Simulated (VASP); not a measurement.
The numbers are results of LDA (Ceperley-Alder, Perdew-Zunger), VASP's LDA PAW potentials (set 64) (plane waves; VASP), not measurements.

VASP input:

### INCAR
```
LWAVE = .FALSE.
LASPH = .TRUE.
ENCUT = 300   ! plane-wave cut-off (eV)
PREC = Accurate
ISIF = 2
SIGMA = 0.05   ! width (eV)
LMAXMIX = 4   ! l cut-off of mixed one-centre charges
NELM = 100
LCHARG = .FALSE.
EDIFF = 1E-6   ! SCF stop (eV)
ALGO = Normal
SYSTEM = Rb2Te5
LREAL = .FALSE.
ISMEAR = -1
```

File POSCAR:
```
Rb2Te5
1
    5.8679900000    -4.6362200000     0.0000000000
    5.8679900000     4.6362200000     0.0000000000
   -2.6338600000     0.0000000000     5.1772140000
Rb Te
2 5
Direct
  0.3183700000   0.3183700000   0.6414000000
  0.6816300000   0.6816300000   0.3586000000
  0.0000000000   0.0000000000   0.0000000000
  0.8546000000   0.3299200000   0.7589600000
  0.1454000000   0.6700800000   0.2410400000
  0.6700800000   0.1454000000   0.2410400000
  0.3299200000   0.8546000000   0.7589600000
```

### KPOINTS
```
Automatic
0
G
4 4 5
0 0 0
```

POTCAR, in this order: Rb_sv Te (LDA.64 set). Program: vasp_std.

At this cut-off the stress carries a Pulay error, which pulls relaxed volumes low.

Predict the energy per atom (σ→0), pressure, largest force.

```yaml
energy per atom (σ→0): -3525 meV/atom
pressure: -1.96 GPa
largest_force: 0.144 eV/Å
```

File OSZICAR:
```
...
DAV:   8    -0.246768605115E+02    0.14851E-02   -0.29195E-02  1904   0.835E-01    0.115E+00
DAV:   9    -0.246756385037E+02    0.12220E-02   -0.77921E-03  1572   0.377E-01    0.128E-01
DAV:  10    -0.246756259015E+02    0.12602E-04   -0.77852E-04  1780   0.126E-01    0.947E-02
DAV:  11    -0.246756386262E+02   -0.12725E-04   -0.12060E-04  1712   0.538E-02    0.618E-02
DAV:  12    -0.246756491294E+02   -0.10503E-04   -0.54662E-05  1948   0.327E-02    0.586E-02
DAV:  13    -0.246756456192E+02    0.35103E-05   -0.17959E-05  1632   0.207E-02    0.101E-02
DAV:  14    -0.246756455987E+02    0.20430E-07   -0.22132E-06  1096   0.716E-03
   1 F= -.24675646E+02 E0= -.24675208E+02  d E =-.874386E-03
```

The structure comes from a computed database's Rb2Te5 entry; how it stands against other phases isn't given here. The cell was not relaxed at this level. The run is one of a series of settings (KPOINTS 4×4×5 Γ-centred mesh against the base run), some of them coarse on purpose.
